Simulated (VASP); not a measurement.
```xyz
3
Lattice="1.9834 1.1451 6.4280 -1.9834 1.1451 6.4280 0.0000 -2.2903 6.4280" Properties=species:S:1:pos:R:3 pbc="T T T"
Cd     0.0000     0.0000     0.0000
Br     0.0000     0.0000    14.4158
Br     0.0000     0.0000     4.8683
```

The numbers are results of PBEsol GGA with spin-orbit coupling, VASP's PBE PAW potentials (set 64) (plane waves; VASP), not measurements. Run with 400 eV cut-off, 6×6×6 Γ-centred mesh, Gaussian smearing of 0.050 eV, potentials Cd Br.

Problem. Give the energies of bands 17 to 30 at the high-symmetry points, in eV from the valence-band maximum.

Solution. 
```csv
band,Γ,T,H2,L,S0,F
17,-0.92,-1.62,-2.69,-3.00,-2.61,-3.23
18,-0.92,-1.62,-2.69,-3.00,-2.61,-3.23
19,-0.41,-0.81,-2.37,-1.86,-2.47,-1.77
20,-0.41,-0.81,-2.37,-1.86,-2.47,-1.77
21,-0.41,-0.51,-2.01,-1.46,-2.03,-1.40
22,-0.41,-0.51,-2.01,-1.46,-2.03,-1.40
23,-0.27,-0.32,-0.69,-0.91,-0.69,-0.38
24,-0.27,-0.32,-0.69,-0.91,-0.69,-0.38
25,-0.10,0.00,-0.56,-0.41,-0.58,-0.06
26,-0.10,0.00,-0.56,-0.41,-0.58,-0.06
27,2.64,3.84,4.18,3.87,4.21,3.28
28,2.64,3.84,4.18,3.87,4.21,3.28
29,5.07,5.06,6.73,6.18,6.89,5.42
30,5.07,5.06,6.73,6.18,6.89,5.42
```

The gap is indirect, 2.64 eV, from the valence maximum at T to the conduction minimum at Γ.

The structure comes from a computed database's CdBr2 entry (R-3m); how it stands against other phases isn't given here. It was relaxed first.
